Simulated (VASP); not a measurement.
## W: energy against strain

W (bcc, Im-3m, 15.967 Å³/atom and stress up to 0.08 GPa in the relaxed cell, cube axes along x, y and z) under a strain ε along a cube axis (axis z), the other axes held. r2SCAN in VASP (plane waves, PAW), 480 eV, 20×20×20 Γ-centred mesh, Methfessel-Paxton smearing 0.10 eV.

Here s stands for strain and y for E less E0.

| strain (%) | E less E0 (meV/atom) |
|---|---|
| -1.50 | 6.47 |
| -1.00 | 2.83 |
| -0.50 | 0.70 |
| 0.00 | 0.00 |
| 0.50 | 0.67 |
| 1.00 | 2.67 |
| 1.50 | 5.94 |
| 3.00 | ? |

Q: Fit y against s with a parabola, and predict the withheld value at s = 3.00.

A: Least squares gives y = -0.005 - 0.1386·s + 2.7590·s². Residuals (row less fit): 0.059, -0.063, -0.054, 0.005, 0.055, 0.055, -0.055; standard error 0.070 (degrees of freedom: 4). Twice the quadratic coefficient over the volume, 2 × 2.7590 meV × 10⁴ × 0.1602 / 15.967 Å³, is the elastic constant C11 = about 550 GPa. At the withheld row, y = -0.005 - 0.1386 × 3.0 + 2.7590 × 3.0² = 24.410 meV/atom. The calculation gives 23.16 meV/atom, 1.250 meV/atom below the prediction (5.4 % of the range of y in the table). The row lies outside the fitted rows, so this is an extrapolation. From the scatter of the fitted rows alone, a prediction at this place has a standard error of 0.266 meV/atom, so the miss is 4.7 times that.

A polynomial of degree 3 through the 12 other runs of the series gives 22.92 there, so most of the miss is curvature that the fit leaves out. In a metal these values are sensitive to mesh and smearing; energies are taken to zero smearing, stresses follow the free energy. Spin-orbit coupling is left out, which can shift these values for the heavy elements here. Rows are the converged runs of the series near zero and its far end, less any whose ions stayed unrelaxed beside relaxed ones; series whose fitted rows scatter by over a few per cent of the range, as at a crossing or softening among them, aren't shown in this form. Most that stay on the fit to the last digits aren't either.
